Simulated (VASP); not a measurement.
Data:

```
Sn
1.0
   -2.94998     2.94998     1.59665
    2.94998    -2.94998     1.59665
    2.94998     2.94998    -1.59665
Sn
2
Direct
  0.25000   0.75000   0.50000
  0.00000   0.00000   0.00000
```

Calculation: PBE GGA with D3 dispersion (zero damping), VASP's PBE PAW potentials (set 64) (plane waves; VASP). Run with 520 eV cut-off, 12×12×12 Γ-centred mesh, first-order Methfessel-Paxton smearing of 0.10 eV, potentials Sn_d.

Unless said otherwise, spin-orbit coupling is left out, though it shifts the bands of the heavy elements here.

Problem. Predict the energy per atom (σ→0), band gap (on the k-mesh) with the smallest direct gap where there is one.

Solution. 
```yaml
band gap (on the k-mesh): none (metal, semimetal or under 0.01 eV)
energy per atom (σ→0): -4.003 eV/atom
```

The absolute energy has meaning only against runs of the same code, potentials and settings.

The compound is Sn in the beta structure. It was relaxed first. The start is the result of an earlier pass.
